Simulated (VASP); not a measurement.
Method: PBE GGA, VASP's PBE PAW potentials (set 64) (plane waves; VASP).

VASP ran on this input.

### INCAR
```
# general
SYSTEM  = LaAs
PREC    = Accurate
ENCUT   = 400   # plane-wave cut-off (eV)
LREAL   = .FALSE.   # projection in real space or not
LASPH   = .TRUE.   # aspherical one-centre terms

# electronic loop
EDIFF   = 1E-6   # SCF stop (eV)
NELM    = 100   # most electronic steps
ALGO    = Normal   # blocked Davidson
LMAXMIX = 6   # l cut-off of mixed one-centre charges

# smearing
ISMEAR  = 1   # Methfessel-Paxton
SIGMA   = 0.1

# functional
GGA     = PE   # PBE

# ions
IBRION  = 2
NSW     = 60   # most ionic steps
ISIF    = 3   # ions, shape and volume
EDIFFG  = -0.01   # ionic stop

# output
LWAVE   = .FALSE.
LCHARG  = .FALSE.
```

**KPOINTS**
```
K-points
0
G
 8 8 8
```

File POSCAR:
```
LaAs
1
    4.2380000000     0.0000000000     0.0000000000
    0.0000000000     4.2380000000     0.0000000000
    0.0000000000     0.0000000000     4.2380000000
La As
1 1
Direct
  0.0000000000   0.0000000000   0.0000000000
  0.5000000000   0.5000000000   0.5000000000
```

POTCAR, in this order: La As (PBE.64 set). Program: vasp_std.

What VASP printed:

### OSZICAR
```
...
DAV:   2    -0.152189179735E+02    0.99820E+01   -0.24598E+01  1288   0.726E+01    0.928E+00
DAV:   3    -0.119851748466E+02    0.32337E+01   -0.20253E+01  1432   0.434E+01    0.401E+00
DAV:   4    -0.118886154481E+02    0.96559E-01   -0.41248E+00  1360   0.312E+01    0.177E+00
DAV:   5    -0.119397408970E+02   -0.51125E-01   -0.14700E-01  1436   0.354E+00    0.115E+00
DAV:   6    -0.119575964842E+02   -0.17856E-01   -0.14457E-01  1536   0.319E+00    0.219E-01
DAV:   7    -0.119588775535E+02   -0.12811E-02   -0.13355E-02  1400   0.118E+00    0.203E-01
DAV:   8    -0.119577651008E+02    0.11125E-02   -0.35002E-03  1432   0.739E-01    0.658E-02
DAV:   9    -0.119576966444E+02    0.68456E-04   -0.35925E-04  1524   0.228E-01    0.214E-02
DAV:  10    -0.119576844286E+02    0.12216E-04   -0.29942E-05  1440   0.655E-02    0.966E-03
DAV:  11    -0.119576813329E+02    0.30958E-05   -0.14619E-05  1568   0.484E-02    0.130E-03
DAV:  12    -0.119576815933E+02   -0.26046E-06   -0.37925E-07   824   0.678E-03
   2 F= -.11957682E+02 E0= -.11957805E+02  d E =-.113885E+01
       N       E                     dE             d eps       ncg     rms          rms(c)
DAV:   1    -0.121688015067E+02   -0.21112E+00   -0.54288E+00  1116   0.255E+01    0.228E+00
DAV:   2    -0.120111178191E+02    0.15768E+00   -0.79885E-01  1356   0.141E+01    0.776E-01
DAV:   3    -0.119875020202E+02    0.23616E-01   -0.62543E-02  1448   0.247E+00    0.204E-01
DAV:   4    -0.119857554481E+02    0.17466E-02   -0.68865E-03  1540   0.557E-01    0.132E-01
DAV:   5    -0.119856762556E+02    0.79192E-04   -0.82872E-04  1468   0.246E-01    0.615E-02
DAV:   6    -0.119856789183E+02   -0.26626E-05   -0.37316E-04  1472   0.227E-01    0.132E-02
DAV:   7    -0.119856698055E+02    0.91127E-05   -0.37374E-05  1380   0.557E-02    0.622E-03
DAV:   8    -0.119856685973E+02    0.12082E-05   -0.11875E-06   860   0.113E-02    0.736E-04
DAV:   9    -0.119856685814E+02    0.15937E-07   -0.18398E-07   752   0.792E-03
   3 F= -.11985669E+02 E0= -.11985408E+02  d E =-.116684E+01
       N       E                     dE             d eps       ncg     rms          rms(c)
DAV:   1    -0.119898201692E+02   -0.41516E-02   -0.14453E-01  1096   0.425E+00    0.343E-01
DAV:   2    -0.119860483271E+02    0.37718E-02   -0.13541E-02  1384   0.182E+00    0.148E-01
DAV:   3    -0.119852048087E+02    0.84352E-03   -0.43256E-03  1360   0.772E-01    0.339E-02
DAV:   4    -0.119851847628E+02    0.20046E-04   -0.51480E-04  1368   0.272E-01    0.204E-02
DAV:   5    -0.119851870847E+02   -0.23219E-05   -0.21751E-04  1372   0.166E-01    0.225E-02
DAV:   6    -0.119851796305E+02    0.74542E-05   -0.23941E-05  1388   0.594E-02    0.116E-02
DAV:   7    -0.119851744506E+02    0.51798E-05   -0.21109E-05  1368   0.514E-02    0.231E-03
DAV:   8    -0.119851742707E+02    0.17990E-06   -0.25048E-07   736   0.629E-03
   4 F= -.11985174E+02 E0= -.11984868E+02  d E =-.116634E+01
       N       E                     dE             d eps       ncg     rms          rms(c)
DAV:   1    -0.119852214003E+02   -0.46950E-04   -0.18335E-04  1096   0.154E-01    0.122E-02
DAV:   2    -0.119852163340E+02    0.50663E-05   -0.15985E-05  1428   0.630E-02    0.545E-03
DAV:   3    -0.119852152239E+02    0.11101E-05   -0.62168E-06  1316   0.293E-02    0.135E-03
DAV:   4    -0.119852153672E+02   -0.14325E-06   -0.48882E-07   840   0.116E-02
   5 F= -.11985215E+02 E0= -.11984910E+02  d E =-.410965E-04
       N       E                     dE             d eps       ncg     rms          rms(c)
DAV:   1    -0.119853818521E+02   -0.16663E-03   -0.16752E-03  1108   0.458E-01    0.364E-02
DAV:   2    -0.119853383952E+02    0.43457E-04   -0.14869E-04  1456   0.193E-01    0.163E-02
DAV:   3    -0.119853284272E+02    0.99680E-05   -0.59375E-05  1348   0.908E-02    0.438E-03
DAV:   4    -0.119853286645E+02   -0.23724E-06   -0.79309E-06  1312   0.353E-02
   6 F= -.11985329E+02 E0= -.11985028E+02  d E =-.154394E-03
       N       E                     dE             d eps       ncg     rms          rms(c)
DAV:   1    -0.119853304027E+02   -0.19755E-05   -0.92507E-07   920   0.128E-02    0.210E-03
DAV:   2    -0.119853306212E+02   -0.21846E-06   -0.22056E-07   620   0.887E-03
   7 F= -.11985331E+02 E0= -.11985031E+02  d E =-.195669E-05
       N       E                     dE             d eps       ncg     rms          rms(c)
DAV:   1    -0.119853362925E+02   -0.58898E-05   -0.45431E-06  1164   0.255E-02    0.185E-03
DAV:   2    -0.119853361762E+02    0.11633E-06   -0.24514E-07   644   0.870E-03
   8 F= -.11985336E+02 E0= -.11985036E+02  d E =-.751167E-05
       N       E                     dE             d eps       ncg     rms          rms(c)
DAV:   1    -0.119853470286E+02   -0.10736E-04   -0.13370E-05   992   0.420E-02    0.342E-03
DAV:   2    -0.119853466055E+02    0.42304E-06   -0.76506E-07   740   0.154E-02
   9 F= -.11985347E+02 E0= -.11985048E+02  d E =-.179411E-04
       N       E                     dE             d eps       ncg     rms          rms(c)
DAV:   1    -0.119853686614E+02   -0.21633E-04   -0.54670E-05  1064   0.851E-02    0.688E-03
DAV:   2    -0.119853671698E+02    0.14916E-05   -0.55365E-06  1272   0.305E-02    0.306E-03
DAV:   3    -0.119853668379E+02    0.33190E-06   -0.14840E-06   916   0.167E-02
  10 F= -.11985367E+02 E0= -.11985068E+02  d E =-.381734E-04
       N       E                     dE             d eps       ncg     rms          rms(c)
DAV:   1    -0.119854139235E+02   -0.46754E-04   -0.26842E-04  1104   0.190E-01    0.144E-02
DAV:   2    -0.119854070412E+02    0.68823E-05   -0.23247E-05  1444   0.760E-02    0.646E-03
DAV:   3    -0.119854055014E+02    0.15398E-05   -0.90613E-06  1348   0.352E-02    0.173E-03
DAV:   4    -0.119854056514E+02   -0.15006E-06   -0.74856E-07   888   0.135E-02
  11 F= -.11985406E+02 E0= -.11985109E+02  d E =-.769869E-04
       N       E                     dE             d eps       ncg     rms          rms(c)
DAV:   1    -0.119855093301E+02   -0.10383E-03   -0.10719E-03  1108   0.366E-01    0.290E-02
DAV:   2    -0.119854815476E+02    0.27782E-04   -0.94241E-05  1448   0.151E-01    0.130E-02
DAV:   3    -0.119854752492E+02    0.62984E-05   -0.38257E-05  1348   0.729E-02    0.356E-03
DAV:   4    -0.119854754733E+02   -0.22408E-06   -0.50623E-06  1276   0.283E-02
  12 F= -.11985475E+02 E0= -.11985182E+02  d E =-.146809E-03
       N       E                     dE             d eps       ncg     rms          rms(c)
DAV:   1    -0.119857172861E+02   -0.24204E-03   -0.42427E-03  1104   0.728E-01    0.576E-02
DAV:   2    -0.119856095321E+02    0.10775E-03   -0.36596E-04  1392   0.295E-01    0.257E-02
DAV:   3    -0.119855842131E+02    0.25319E-04   -0.14443E-04  1360   0.141E-01    0.699E-03
DAV:   4    -0.119855844388E+02   -0.22569E-06   -0.18054E-05  1352   0.525E-02    0.377E-03
DAV:   5    -0.119855847260E+02   -0.28721E-06   -0.64047E-06  1300   0.296E-02
  13 F= -.11985585E+02 E0= -.11985300E+02  d E =-.256062E-03
       N       E                     dE             d eps       ncg     rms          rms(c)
DAV:   1    -0.119862142750E+02   -0.62984E-03   -0.17502E-02  1100   0.150E+00    0.116E-01
DAV:   2    -0.119857851529E+02    0.42912E-03   -0.14825E-03  1420   0.597E-01    0.524E-02
DAV:   3    -0.119856811267E+02    0.10403E-03   -0.61738E-04  1348   0.295E-01    0.143E-02
DAV:   4    -0.119856788017E+02    0.23250E-05   -0.70927E-05  1384   0.105E-01    0.716E-03
DAV:   5    -0.119856800282E+02   -0.12265E-05   -0.18254E-05  1344   0.501E-02    0.849E-03
DAV:   6    -0.119856810623E+02   -0.10341E-05   -0.23353E-06  1084   0.198E-02    0.430E-03
DAV:   7    -0.119856810243E+02    0.38045E-07   -0.37104E-06  1272   0.226E-02
  14 F= -.11985681E+02 E0= -.11985412E+02  d E =-.352360E-03
```

OUTCAR:
```
------------------------ aborting loop because EDIFF is reached ----------------------------------------
  FORCE on cell =-STRESS in cart. coord.  units (eV):
  Direction    XX          YY          ZZ          XY          YZ          ZX
  --------------------------------------------------------------------------------------
  Total       -0.0023525     -0.0023525     -0.0023525      0.0000000      0.0000000      0.0000000
  in kB       -0.0718389     -0.0718389     -0.0718389      0.0000000      0.0000000      0.0000000
  external PRESSURE =      -0.0718389 kB  Pullay stress =       0.0000000 kB
  volume of cell :       52.47
      direct lattice vectors                 reciprocal lattice vectors
     3.743614861 -0.000000000  0.000000000     0.267121495  0.000000000  0.000000000
    -0.000000000  3.743614861 -0.000000000     0.000000000  0.267121495  0.000000000
    -0.000000000 -0.000000000  3.743614861    -0.000000000  0.000000000  0.267121495
 POSITION                                       TOTAL-FORCE (eV/Angst)
 -----------------------------------------------------------------------------------
      0.00000      0.00000      0.00000         0.000000     -0.000000      0.000000
      1.87181      1.87181      1.87181        -0.000000      0.000000      0.000000
 -----------------------------------------------------------------------------------
    total drift:                                0.000000      0.000000      0.000000
  FREE ENERGIE OF THE ION-ELECTRON SYSTEM (eV)
  ---------------------------------------------------
  free  energy   TOTEN  =       -11.9856810243 eV

  energy  without entropy=      -11.9848745836  energy(sigma->0) =      -11.98541221

 reached required accuracy - stopping structural energy minimisation
```
(Selected blocks of OUTCAR.)

CONTCAR:
```
LaAs
   1.00000000000000
     3.7436148606000081   -0.0000000000000001    0.0000000000000000
    -0.0000000000000000    3.7436148606000081   -0.0000000000000000
    -0.0000000000000000   -0.0000000000000000    3.7436148606000081
  La              As
     1     1
Direct
     0.0000000000000000    0.0000000000000000    0.0000000000000000
     0.5000000000000000    0.5000000000000000    0.5000000000000000
```

OUTCAR:
```
 val. band max:        7.6448365542   @ k =   0.3750   0.0000   0.0000

 cond. band min:       7.6692729459   @ k =   0.5000   0.5000   0.0000


 Fermi energy:         7.6674709210

 k-point     1 :       0.0000    0.0000    0.0000
  band No.  band energies     occupation
      1     -25.0988      2.00000
      2      -8.4978      2.00000
      3      -8.4978      2.00000
      4      -8.4978      2.00000
      5      -2.9967      2.00000
      6       6.9338      2.00000
      7       6.9338      2.00000
      8       7.8489     -0.02777
      9       7.8489     -0.02777
     10       7.8489     -0.02777
     11       9.7455      0.00000
     12       9.7455      0.00000

 k-point     2 :       0.1250    0.0000    0.0000
  band No.  band energies     occupation
      1     -25.0885      2.00000
      2      -8.6564      2.00000
      3      -8.4838      2.00000
      4      -8.4838      2.00000
      5      -2.8067      2.00000
      6       6.3917      2.00000
      7       7.0310      2.00000
      8       7.6936      0.57373
      9       7.6936      0.57373
     10       8.0320     -0.00000
     11       9.7039      0.00000
     12       9.7442      0.00000

 k-point     3 :       0.2500    0.0000    0.0000
  band No.  band energies     occupation
      1     -25.0633      2.00000
      2      -9.0078      2.00000
      3      -8.4496      2.00000
      4      -8.4496      2.00000
      5      -2.3421      2.00000
      6       5.1126      2.00000
      7       7.2989      2.00000
      8       7.3185      2.00001
      9       7.3185      2.00001
     10       8.8715     -0.00000
     11       9.5738     -0.00000
     12       9.7448      0.00000

 k-point     4 :       0.3750    0.0000    0.0000
  band No.  band energies     occupation
      1     -25.0379      2.00000
      2      -9.3247      2.00000
      3      -8.4150      2.00000
      4      -8.4150      2.00000
      5      -1.8367      2.00000
      6       4.0003      2.00000
...
```

Energy and stress use the plane-wave basis of the starting cell.

The structure was generated: LaAs was put into the CsCl type type (Pm-3m), which need not be its known phase. This run relaxes it. Symmetry was kept, so distortions that lower it aren't found.
